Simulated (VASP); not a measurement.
Data:

```xyz
2
Lattice="2.8000 0.0000 0.0000 0.0000 2.8000 0.0000 0.0000 0.0000 3.6700" Properties=species:S:1:pos:R:3 pbc="T T T"
Cu     0.0000     0.0000     0.0000
Au     1.4000     1.4000     1.8350
```

All values below come from vdW-DF2, VASP's PBE PAW potentials (set 64) (plane waves; VASP). Numerical set-up: 520 eV cut-off, 12×12×9 Γ-centred mesh, first-order Methfessel-Paxton smearing of 0.10 eV, potentials Cu Au.

Energy and stress use the plane-wave basis of the starting cell.

Task: The ions, cell shape and volume are relaxed. Predict the relaxed structure.

Result: 
```xyz
2
Lattice="3.0347 0.0000 0.0000 0.0000 3.0347 0.0000 0.0000 0.0000 3.6626" Properties=species:S:1:pos:R:3 pbc="T T T"
Cu     0.0000     0.0000     3.6626
Au     1.5173     1.5173     1.8313
```
Space group P4/mmm (123), at a tolerance of 0.03 Å.

Task: How do energy and volume change from the first to the last step?

Result: The energy (σ→0) changes by -161.0 meV/atom and the volume by +17.2 %, in 11 ionic steps.

The compound is CuAu in the L1_0 structure. This run relaxes it. Symmetry was kept, so distortions that lower it aren't found.
